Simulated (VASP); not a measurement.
Level of theory: r2SCAN meta-GGA, VASP's PBE PAW potentials (set 64) (plane waves; VASP).

Input for VASP

INCAR:
```
# general
SYSTEM =GeW3
PREC   =Accurate
ENCUT  =400
LREAL  =.FALSE.
LASPH  =.TRUE.

# electronic loop
EDIFF  =1E-7
NELM   =100
ALGO   =Normal
LMAXMIX=6
LMIXTAU=.TRUE.

# smearing
ISMEAR =-5

# functional
METAGGA=R2SCAN

# ions
ISIF   =2

# output
LWAVE  =.FALSE.
LCHARG =.FALSE.
LORBIT =11
NEDOS  =601

# other
LEFG   =.TRUE.
```

### KPOINTS_OPT
```
k-points along high-symmetry lines
10
Line-mode
Reciprocal
  0.000000   0.000000   0.000000 ! GAMMA
  0.500000   0.000000   0.500000 ! X

  0.500000   0.000000   0.500000 ! X
  0.625000   0.250000   0.625000 ! U

  0.375000   0.375000   0.750000 ! K
  0.000000   0.000000   0.000000 ! GAMMA

  0.000000   0.000000   0.000000 ! GAMMA
  0.500000   0.500000   0.500000 ! L

  0.500000   0.500000   0.500000 ! L
  0.500000   0.250000   0.750000 ! W

  0.500000   0.250000   0.750000 ! W
  0.500000   0.000000   0.500000 ! X
```

**KPOINTS**
```
Automatic mesh
0
Gamma
10 10 10
0 0 0
```

### POSCAR
```
GeW3
1
    0.0000000000     3.1431565207     3.1431565207
    3.1431565207     0.0000000000     3.1431565207
    3.1431565207     3.1431565207    -0.0000000000
Ge W
1 3
Direct
  0.0000000000   0.0000000000   0.0000000000
  0.5000000000   0.5000000000   0.5000000000
  0.2500000000   0.2500000000   0.2500000000
  0.7500000000   0.7500000000   0.7500000000
```

POTCAR, in this order: Ge_d W_sv (PBE.64 set). Program: vasp_std.

Unless said otherwise, spin-orbit coupling is left out, though it shifts the bands of the heavy elements here.

**Question.** Predict the energy per atom (σ→0), band gap (over mesh and band path).

**Answer.** 
The energy per atom (σ→0) is -41.571 eV/atom and the band gap (over mesh and band path) is none (metal, semimetal or under 0.01 eV).

OSZICAR:
```
...
DAV:  18    -0.166283617025E+03   -0.16858E-05   -0.24249E-07  2722   0.422E-03    0.940E-04
DAV:  19    -0.166283616163E+03    0.86222E-06   -0.53870E-08  1998   0.224E-03    0.263E-04
DAV:  20    -0.166283616286E+03   -0.12236E-06   -0.69871E-09  1904   0.961E-04    0.812E-05
DAV:  21    -0.166283616119E+03    0.16699E-06   -0.36155E-09  1905   0.575E-04    0.363E-05
DAV:  22    -0.166283616140E+03   -0.21253E-07   -0.91672E-10  1822   0.296E-04
   1 F= -.16628362E+03 E0= -.16628362E+03  d E =0.000000E+00
       N       E                     dE             ncg
       N       E                     dE             ncg
```

The structure was generated: GeW3 was put into the D03 type (Fm-3m), which need not be its known phase. It was relaxed first, which changed the volume by -22 %.
